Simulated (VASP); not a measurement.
Level of theory: vdW-DF-cx, VASP's PBE PAW potentials (set 64) (plane waves; VASP 6.6.1).

VASP input:

### POSCAR
```
ZnSe
1
    0.0000000000     2.8350000000     2.8350000000
    2.8350000000     0.0000000000     2.8350000000
    2.8350000000     2.8350000000     0.0000000000
Zn Se
1 1
Direct
  0.0000000000   0.0000000000   0.0000000000
  0.2500000000   0.2500000000   0.2500000000
```

File KPOINTS:
```
K-points
0
Gamma
  7 7 7
```

**INCAR**
```
! general
SYSTEM  =ZnSe
PREC    =Accurate
ENCUT   =520
LREAL   =.False.
LASPH   =.True.   ! aspherical one-centre terms

! electronic loop
EDIFF   =1E-6   ! SCF stop (eV)
NELM    =100   ! most electronic steps
ALGO    =Normal   ! blocked Davidson
LMAXMIX =4   ! l cut-off of mixed one-centre charges

! smearing
ISMEAR  =0
SIGMA   =0.05   ! width (eV)

! functional
GGA     =CX
LUSE_VDW=.True.
AGGAC   =0.0

! ions
IBRION  =2   ! conjugate gradients
NSW     =60   ! most ionic steps
ISIF    =3   ! ions, shape and volume
EDIFFG  =-0.01   ! ionic stop

! output
LWAVE   =.False.
LCHARG  =.False.
```

POTCAR, in this order: Zn Se (PBE.64 set). Program: vasp_std.

Output

OSZICAR:
```
       N       E                     dE             d eps       ncg     rms          rms(c)
DAV:   1     0.863328919255E+02    0.86333E+02   -0.90784E+03   520   0.157E+03
DAV:   2     0.343185872783E+01   -0.82901E+02   -0.79114E+02   550   0.267E+02
DAV:   3    -0.172304920603E+01   -0.51549E+01   -0.51308E+01   650   0.681E+01
DAV:   4    -0.177025099488E+01   -0.47202E-01   -0.47192E-01   570   0.695E+00
DAV:   5    -0.177051151698E+01   -0.26052E-03   -0.26052E-03   630   0.484E-01    0.483E+00
DAV:   6    -0.150832285035E+01    0.26219E+00   -0.71803E-01   713   0.298E+01    0.367E+00
DAV:   7    -0.149401557057E+01    0.14307E-01   -0.18425E-01   555   0.442E+00    0.155E+00
DAV:   8    -0.149380921703E+01    0.20635E-03   -0.37913E-03   632   0.657E-01    0.450E-01
DAV:   9    -0.149395369218E+01   -0.14448E-03   -0.95019E-04   550   0.310E-01    0.689E-02
DAV:  10    -0.149402796292E+01   -0.74271E-04   -0.14134E-04   608   0.118E-01    0.184E-02
DAV:  11    -0.149403454242E+01   -0.65795E-05   -0.25447E-05   586   0.581E-02    0.446E-03
DAV:  12    -0.149403552035E+01   -0.97793E-06   -0.44576E-06   605   0.163E-02
   1 F= -.14940355E+01 E0= -.14940355E+01  d E =-.149404E+01
       N       E                     dE             d eps       ncg     rms          rms(c)
DAV:   1    -0.149637268495E+01   -0.23381E-02   -0.30405E-02   620   0.375E+00    0.341E-01
DAV:   2    -0.149436640620E+01    0.20063E-02   -0.73982E-03   615   0.248E+00    0.124E-01
DAV:   3    -0.149412584143E+01    0.24056E-03   -0.25953E-04   550   0.164E-01    0.593E-02
DAV:   4    -0.149406688191E+01    0.58960E-04   -0.39862E-05   603   0.782E-02    0.233E-02
DAV:   5    -0.149405926045E+01    0.76215E-05   -0.94293E-06   769   0.592E-02    0.199E-03
DAV:   6    -0.149405929891E+01   -0.38454E-07   -0.24018E-06   432   0.251E-02
   2 F= -.14940593E+01 E0= -.14940593E+01  d E =-.237786E-04
```

**OUTCAR**
```
------------------------ aborting loop because EDIFF is reached ----------------------------------------
  FORCE on cell =-STRESS in cart. coord.  units (eV):
  Direction    XX          YY          ZZ          XY          YZ          ZX
  --------------------------------------------------------------------------------------
  Total        0.0175926      0.0175926      0.0175926      0.0000000      0.0000000      0.0000000
  in kB        0.6206823      0.6206823      0.6206823      0.0000000      0.0000000      0.0000000
  external PRESSURE =       0.6206823 kB  Pullay stress =       0.0000000 kB
  volume of cell :       45.41
      direct lattice vectors                 reciprocal lattice vectors
     0.000000000  2.831700648  2.831700648    -0.176572337  0.176572337  0.176572337
     2.831700648 -0.000000000  2.831700648     0.176572337 -0.176572337  0.176572337
     2.831700648  2.831700648 -0.000000000     0.176572337  0.176572337 -0.176572337
  FREE ENERGIE OF THE ION-ELECTRON SYSTEM (eV)
  ---------------------------------------------------
  free  energy   TOTEN  =        -1.4940592989 eV

  energy  without entropy=       -1.4940592989  energy(sigma->0) =       -1.49405930

 reached required accuracy - stopping structural energy minimisation
```
(Selected blocks of OUTCAR.)

### CONTCAR
```
ZnSe
   1.00000000000000
     0.0000000000000000    2.8317006480534199    2.8317006480534199
     2.8317006480534199   -0.0000000000000000    2.8317006480534199
     2.8317006480534199    2.8317006480534199   -0.0000000000000000
  Zn              Se
     1     1
Direct
     0.0000000000000000    0.0000000000000000    0.0000000000000000
     0.2500000000000000    0.2500000000000000    0.2500000000000000
```

The compound is ZnSe in the zinc blende structure. This run relaxes it. Symmetry was kept, so distortions that lower it aren't found.
